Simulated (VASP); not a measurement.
Data:

```
CELL_PARAMETERS angstrom
      0.00000     2.49000     2.49000
      2.49000     0.00000     2.49000
      2.49000     2.49000     0.00000
ATOMIC_POSITIONS crystal
  Gd 0.00000 0.00000 0.00000
  N  0.50000 0.50000 0.50000
```

Calculation: PBE GGA, VASP's PBE PAW potentials (set 64) (plane waves; VASP 6.6.1). Run with 600 eV cut-off, 12×12×12 Γ-centred mesh, first-order Methfessel-Paxton smearing of 0.10 eV, potentials Gd_3 N.

The 4f electrons are frozen in the core of the lanthanide potential, so 4f levels, which can set the real gap, and their magnetism are missing. Energy and stress use the plane-wave basis of the starting cell.

### Question
The ions, cell shape and volume at an external pressure of 30.0 GPa are relaxed. Which structure does the run end with?

### Answer

```
CELL_PARAMETERS angstrom
      0.00000     2.37415     2.37415
      2.37415     0.00000     2.37415
      2.37415     2.37415     0.00000
ATOMIC_POSITIONS crystal
  Gd 0.00000 0.00000 0.00000
  N  0.50000 0.50000 0.50000
```
Space group Fm-3m (225), at a tolerance of 0.03 Å.

### Question
How do energy and volume change from the first to the last step?

### Answer
The energy (σ→0) changes by +170.1 meV/atom and the volume by -13.3 %, in 5 ionic steps.

The compound is GdN in the rock salt structure. This run relaxes it under an external pressure of 30 GPa. Symmetry was kept, so distortions that lower it aren't found.
